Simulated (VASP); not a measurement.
# BP: a GW gap and what it depends on, part 2 of 3

Aim: test the GW correction to the gap of BP. The starting structure is a measured crystal structure from the Crystallography Open Database. Cell and atoms stay as given.

VASP 6.6.1.

Results so far: G0W0 (response cutoff 100 eV, 4×4×4 mesh) 1.81 eV; G0W0 (response cutoff 160 eV, 4×4×4 mesh) 1.93 eV.

**4. G0W0 (response cutoff 240 eV, 4×4×4 mesh)**

Level of this step: G0W0 on LDA; plane waves and PAW (P_GW, B_GW) (VASP).

It reads the orbitals and their derivatives (WAVECAR and WAVEDER) of a run with the empty bands, which follows a ground-state run; neither is shown.

INCAR reads:

```
SYSTEM = BP
PREC = Accurate
ENCUT = 340
ISMEAR = 0
SIGMA = 0.01
LREAL = .FALSE.
GGA = CA
NBANDS = 200
ALGO = EVGW0
NELMGW = 1
ENCUTGW = 240
NOMEGA = 40
PRECFOCK = Fast
NBANDSGW = 16
LWAVE = .FALSE.
LCHARG = .FALSE.
```

POSCAR reads:

```
BP
1.0
    0.0000000000      2.2690000000      2.2690000000
    2.2690000000      0.0000000000      2.2690000000
    2.2690000000      2.2690000000      0.0000000000
P B
1 1
Direct
    0.7500000000      0.7500000000      0.7500000000
    0.0000000000      0.0000000000      0.0000000000
```

KPOINTS reads:

```
Automatic mesh
0
Gamma
4 4 4
0 0 0
```

PAW data sets: P_GW and B_GW (LDA family, release 64).

Run with:

```
> mpirun -np 8 vasp_std
```

What it wrote:

```text
[banner, memory and clock lines left out]
running    8 mpi-ranks, on    1 nodes
[...]
[... a notice as in an earlier step ...]

|                                                                             |
|           W    W    AA    RRRRR   N    N  II  N    N   GGGG   !!!           |
|           W    W   A  A   R    R  NN   N  II  NN   N  G    G  !!!           |
|           W    W  A    A  R    R  N N  N  II  N N  N  G       !!!           |
|           W WW W  AAAAAA  RRRRR   N  N N  II  N  N N  G  GGG   !            |
|           WW  WW  A    A  R   R   N   NN  II  N   NN  G    G                |
|           W    W  A    A  R    R  N    N  II  N    N   GGGG   !!!           |
|                                                                             |
|     The default for ENCUTGWSOFT is different in this version of VASP.       |
|     please manually set ENCUTGWSOFT =240 in the INCAR file.                 |
|                                                                             |

[...]
total number of BLAS operations        236.91 Gflops
NQ=   4    0.2500    0.2500    0.0000,
|.........|.........|.........|.........|.........|.........|.........|.........
 performed       1090000 updates of chi_q(r,r)
 total number of BLAS operations        344.88 Gflops
NQ=   5    0.5000    0.2500    0.0000,
|.........|.........|.........|.........|.........|.........|.........|.........
 performed       1561000 updates of chi_q(r,r)
 total number of BLAS operations        491.28 Gflops
NQ=   6   -0.2500    0.2500    0.0000,
|.........|.........|.........|.........|.........|.........|.........|.........
 performed       1981000 updates of chi_q(r,r)
 total number of BLAS operations        620.47 Gflops
NQ=   7    0.5000    0.5000    0.0000,
|.........|.........|.........|.........|.........|.........|.........|.........
 performed       2222000 updates of chi_q(r,r)
 total number of BLAS operations        690.11 Gflops
NQ=   8   -0.2500    0.5000    0.2500,
|.........|.........|.........|.........|.........|.........|.........|.........
 performed       2539000 updates of chi_q(r,r)
 total number of BLAS operations        791.85 Gflops
 resolving degeneracies of screened two electron integrals

 calculate QP shifts <psi_nk| G(iteration)W_0 |psi_nk>: iteration 1
 entering main loop
[key lines of the parts left out:]
E-fermi :   7.7273
```

Elapsed: 11 s, on 8 MPI ranks of Intel Xeon Platinum 8259CL at 2.50GHz (Skylake/Cascade Lake), shared host; peak memory 1.3 GiB.

From OUTCAR (step 4):

```text
 QP shifts <psi_nk| G(iteration)W_0 |psi_nk>: iteration 1
 for sc-GW calculations column KS-energies equals QP-energies in previous step
 and V_xc(KS)=  KS-energies - (<T + V_ion + V_H > + <T+V_H+V_ion>^1  + <V_x>^1)
 k-point   1 :       0.0000    0.0000    0.0000
  band No.  KS-energies  QP-energies   sigma(KS)   V_xc(KS)     V^pw_x(r,r')   Z            occupation Imag(sigma)
      1      -8.3168      -9.2157     -13.3967     -12.1480     -20.4191       0.7199       2.0000       1.3070
      2       7.0927       6.5510     -14.1724     -13.4813     -15.1993       0.7839       2.0000      -0.0417
      3       7.0927       6.5510     -14.1724     -13.4813     -15.1993       0.7839       2.0000      -0.0417
      4       7.0927       6.5510     -14.1724     -13.4813     -15.1993       0.7839       2.0000      -0.0417
      5      10.4497      10.8591     -11.7758     -12.2994      -6.9596       0.7818       0.0000      -0.2031
      6      10.4497      10.8591     -11.7758     -12.2994      -6.9596       0.7818       0.0000      -0.2031
      7      10.4497      10.8591     -11.7758     -12.2994      -6.9596       0.7818       0.0000      -0.2031
      8      14.4589      14.7751     -12.4559     -12.8734      -6.0501       0.7573       0.0000      -0.3180
    ...

[... 1 part as in an earlier step ...]

[... 2 further parts left out ...]
[key lines of the parts left out:]
E-fermi :   7.7273
```

G0W0 (response cutoff 240 eV, 4×4×4 mesh): the quasiparticle gap on this mesh is 1.992 eV, +0.723 eV from the LDA gap on the same points, with 200 bands.

**5. GW0 with iterated eigenvalues (response cutoff 160 eV, 4×4×4 mesh)**

It reads the orbitals and their derivatives (WAVECAR and WAVEDER) of a run with the empty bands, which follows a ground-state run; neither is shown.

INCAR, as its differences from that of step 4:

```diff
@@ -7,6 +7,6 @@
 GGA = CA
-NBANDS = 200
+NBANDS = 112
 ALGO = EVGW0
-NELMGW = 1
-ENCUTGW = 240
+NELMGW = 4
+ENCUTGW = 160
 NOMEGA = 40
```

POSCAR is that of step 4.

KPOINTS is that of step 4.

Run with:

```
> mpirun -np 8 vasp_std
```

What it wrote:

```text
[banner, memory and clock lines left out]
running    8 mpi-ranks, on    1 nodes
[...]
[... a notice as in an earlier step ...]

 [... a notice as in an earlier step ...]

 LDA part: xc-table for (Slater(with rela. corr.)+CA(PZ))
 , standard interpolation
 found WAVECAR, reading the header
 POSCAR, INCAR and KPOINTS ok, starting setup
[...]
reading WAVECAR
 the WAVECAR file was read successfully
 initial charge from wavefunction
 available memory per node:     56.08 GB, setting MAXMEM to     57425

 The Fermi energy was updated, please check that it is located mid-gap
 values below the HOMO (VB) or above the LUMO (CB) will cause erroneous energies
 E-fermi :   7.7273

 calculate exact exchange contribution
 the WAVEDER file was read successfully
energies w=
    0.000    0.000    0.556    0.000    1.108    0.000    1.653    0.000
    2.190    0.000    2.716    0.000    3.231    0.000    3.734    0.000
    4.226    0.000    4.708    0.000    5.181    0.000    5.648    0.000
[...]
total number of BLAS operations         39.98 Gflops
NQ=   4    0.2500    0.2500    0.0000,
|.........|.........|.........|.........|.........|.........|.........|.........
 performed        606000 updates of chi_q(r,r)
 total number of BLAS operations         55.03 Gflops
NQ=   5    0.5000    0.2500    0.0000,
|.........|.........|.........|.........|.........|.........|.........|.........
 performed        869000 updates of chi_q(r,r)
 total number of BLAS operations         79.58 Gflops
NQ=   6   -0.2500    0.2500    0.0000,
|.........|.........|.........|.........|.........|.........|.........|.........
 performed       1103000 updates of chi_q(r,r)
 total number of BLAS operations        101.06 Gflops
NQ=   7    0.5000    0.5000    0.0000,
|.........|.........|.........|.........|.........|.........|.........|.........
 performed       1237000 updates of chi_q(r,r)
 total number of BLAS operations        113.58 Gflops
NQ=   8   -0.2500    0.5000    0.2500,
|.........|.........|.........|.........|.........|.........|.........|.........
 performed       1414000 updates of chi_q(r,r)
 total number of BLAS operations        130.11 Gflops
 resolving degeneracies of screened two electron integrals

 calculate QP shifts <psi_nk| G(iteration)W_0 |psi_nk>: iteration 4
 entering main loop
```

Run time: 18 s. Hardware: 8 MPI ranks; peak memory 1 GiB; 2.4 min of CPU time.

Parts of OUTCAR (step 5):

```text
 QP shifts <psi_nk| G(iteration)W_0 |psi_nk>: iteration 2
 k-point   1 :       0.0000    0.0000    0.0000
  band No. old QP-enery  QP-energies   sigma(KS)   T+V_ion+V_H  V^pw_x(r,r')   Z            occupation Imag(sigma)
      1      -9.1361      -9.3252     -13.2307       3.8312     -20.4191       0.7183       2.0000       1.4907
      2       6.6788       6.6281     -13.9598      20.5740     -15.1993       0.7847       2.0000       0.0906
      3       6.6788       6.6281     -13.9598      20.5740     -15.1993       0.7847       2.0000       0.0906
      4       6.6788       6.6281     -13.9598      20.5740     -15.1993       0.7847       2.0000       0.0906
      5      10.9496      11.0167     -11.7140      22.7491      -6.9596       0.7843       0.0000      -0.1003
      6      10.9496      11.0167     -11.7140      22.7491      -6.9596       0.7843       0.0000      -0.1003
      7      10.9496      11.0167     -11.7140      22.7491      -6.9596       0.7843       0.0000      -0.1003
      8      14.8975      14.9893     -12.3141      27.3324      -6.0501       0.7602       0.0000      -0.2049
    ...

 QP shifts <psi_nk| G(iteration)W_0 |psi_nk>: iteration 3
 k-point   1 :       0.0000    0.0000    0.0000
  band No. old QP-enery  QP-energies   sigma(KS)   T+V_ion+V_H  V^pw_x(r,r')   Z            occupation Imag(sigma)
      1      -9.3252      -9.3699     -13.2186       3.8312     -20.4191       0.7191       2.0000       1.5025
      2       6.6281       6.6217     -13.9542      20.5740     -15.1993       0.7851       2.0000       0.0912
      3       6.6281       6.6217     -13.9542      20.5740     -15.1993       0.7851       2.0000       0.0912
      4       6.6281       6.6217     -13.9542      20.5740     -15.1993       0.7851       2.0000       0.0912
      5      11.0167      11.0267     -11.7196      22.7491      -6.9596       0.7844       0.0000      -0.1007
      6      11.0167      11.0267     -11.7196      22.7491      -6.9596       0.7844       0.0000      -0.1007
      7      11.0167      11.0267     -11.7196      22.7491      -6.9596       0.7844       0.0000      -0.1007
      8      14.9893      15.0069     -12.3200      27.3324      -6.0501       0.7607       0.0000      -0.2059
    ...

 QP shifts <psi_nk| G(iteration)W_0 |psi_nk>: iteration 4
 k-point   1 :       0.0000    0.0000    0.0000
  band No. old QP-enery  QP-energies   sigma(KS)   T+V_ion+V_H  V^pw_x(r,r')   Z            occupation Imag(sigma)
      1      -9.3699      -9.3798     -13.2149       3.8312     -20.4191       0.7191       2.0000       1.5064
      2       6.6217       6.6207     -13.9536      20.5740     -15.1993       0.7853       2.0000       0.0912
      3       6.6217       6.6207     -13.9536      20.5740     -15.1993       0.7853       2.0000       0.0912
      4       6.6217       6.6207     -13.9536      20.5740     -15.1993       0.7853       2.0000       0.0912
      5      11.0267      11.0283     -11.7203      22.7491      -6.9596       0.7846       0.0000      -0.1008
      6      11.0267      11.0283     -11.7203      22.7491      -6.9596       0.7846       0.0000      -0.1008
      7      11.0267      11.0283     -11.7203      22.7491      -6.9596       0.7846       0.0000      -0.1008
      8      15.0069      15.0101     -12.3213      27.3324      -6.0501       0.7607       0.0000      -0.2061
    ...

[... 3 parts as in an earlier step ...]

[... 1 further part left out ...]
[key lines of the parts left out:]
E-fermi :   7.7273
```

GW0 with iterated eigenvalues (response cutoff 160 eV, 4×4×4 mesh): the quasiparticle gap on this mesh is 2.038 eV, +0.768 eV from the LDA gap on the same points, with 112 bands.

**6. G0W0 (response cutoff 100 eV, 6×6×6 mesh)**

It reads the orbitals and their derivatives (WAVECAR and WAVEDER) of a run with the empty bands, which follows a ground-state run; neither is shown.

INCAR, as its differences from that of step 5:

```diff
@@ -7,6 +7,6 @@
 GGA = CA
-NBANDS = 112
+NBANDS = 56
 ALGO = EVGW0
-NELMGW = 4
-ENCUTGW = 160
+NELMGW = 1
+ENCUTGW = 100
 NOMEGA = 40
```

POSCAR is that of step 5.

KPOINTS reads:

```
Automatic mesh
0
Gamma
6 6 6
0 0 0
```

Run with:

```
> mpirun -np 8 vasp_std
```

What it wrote:

```text
[banner, memory and clock lines left out]
running    8 mpi-ranks, on    1 nodes
[...]
[... a notice as in an earlier step ...]

 [... a notice as in an earlier step ...]

 LDA part: xc-table for (Slater(with rela. corr.)+CA(PZ))
 , standard interpolation
 found WAVECAR, reading the header
 POSCAR, INCAR and KPOINTS ok, starting setup
[...]
reading WAVECAR
 the WAVECAR file was read successfully
 initial charge from wavefunction
 available memory per node:     56.39 GB, setting MAXMEM to     57738

 The Fermi energy was updated, please check that it is located mid-gap
 values below the HOMO (VB) or above the LUMO (CB) will cause erroneous energies
 E-fermi :   7.7046

 calculate exact exchange contribution
 the WAVEDER file was read successfully
energies w=
    0.000    0.000    0.556    0.000    1.109    0.000    1.655    0.000
    2.193    0.000    2.720    0.000    3.235    0.000    3.739    0.000
    4.231    0.000    4.714    0.000    5.188    0.000    5.655    0.000
[...]
total number of BLAS operations         75.60 Gflops
NQ=  12   -0.3333    0.3333    0.0000,
|.........|.........|.........|.........|.........|.........|.........|.........
 performed       3525000 updates of chi_q(r,r)
 total number of BLAS operations         82.89 Gflops
NQ=  13    0.5000    0.5000    0.0000,
|.........|.........|.........|.........|.........|.........|.........|.........
 performed       3697000 updates of chi_q(r,r)
 total number of BLAS operations         86.07 Gflops
NQ=  14    0.5000    0.3333    0.1667,
|.........|.........|.........|.........|.........|.........|.........|.........
 performed       4145000 updates of chi_q(r,r)
 total number of BLAS operations         95.77 Gflops
NQ=  15   -0.3333    0.3333    0.1667,
|.........|.........|.........|.........|.........|.........|.........|.........
 performed       4564000 updates of chi_q(r,r)
 total number of BLAS operations        106.29 Gflops
NQ=  16   -0.3333    0.5000    0.1667,
|.........|.........|.........|.........|.........|.........|.........|.........
 performed       4902000 updates of chi_q(r,r)
 total number of BLAS operations        114.20 Gflops
 resolving degeneracies of screened two electron integrals

 calculate QP shifts <psi_nk| G(iteration)W_0 |psi_nk>: iteration 1
 entering main loop
```

Run time: 19 s. Hardware: 8 MPI ranks; peak memory 1.1 GiB.

OUTCAR, selected parts (step 6):

```text
 QP shifts <psi_nk| G(iteration)W_0 |psi_nk>: iteration 1
 for sc-GW calculations column KS-energies equals QP-energies in previous step
 and V_xc(KS)=  KS-energies - (<T + V_ion + V_H > + <T+V_H+V_ion>^1  + <V_x>^1)
 k-point   1 :       0.0000    0.0000    0.0000
  band No.  KS-energies  QP-energies   sigma(KS)   V_xc(KS)     V^pw_x(r,r')   Z            occupation Imag(sigma)
      1      -8.3373      -8.9599     -13.0392     -12.1525     -20.4427       0.7022       2.0000       1.4806
      2       7.0576       6.9284     -13.6383     -13.4739     -14.8873       0.7856       2.0000       0.0910
      3       7.0576       6.9284     -13.6383     -13.4739     -14.8873       0.7856       2.0000       0.0910
      4       7.0576       6.9284     -13.6383     -13.4739     -14.8873       0.7856       2.0000       0.0910
      5      10.4310      11.1491     -11.3880     -12.3052      -7.1447       0.7830       0.0000      -0.0907
      6      10.4310      11.1491     -11.3880     -12.3052      -7.1447       0.7830       0.0000      -0.0907
      7      10.4310      11.1491     -11.3880     -12.3052      -7.1447       0.7830       0.0000      -0.0907
      8      14.4265      15.1279     -11.9504     -12.8812      -6.1965       0.7536       0.0000      -0.2130
    ...

[... 1 part as in an earlier step ...]

[... 2 further parts left out ...]
[key lines of the parts left out:]
E-fermi :   7.7046
```

G0W0 (response cutoff 100 eV, 6×6×6 mesh): the quasiparticle gap on this mesh is 1.861 eV, +0.567 eV from the LDA gap on the same points, with 56 bands.

(Part 2 of 3 ends here.)

[Lines on the potential files, build, host, timing and source positions are cut from VASP's logs without a mark.]

[Logs are printed without paths, hosts, clocks, repeated set-up lines and the standing remarks that a program may print on its own settings, such as how far it seeks lower states.]

[Hosts, paths, dates, database ids (printed as entryN), source tags and the programs' standing remarks are cut or masked in the printed files.]
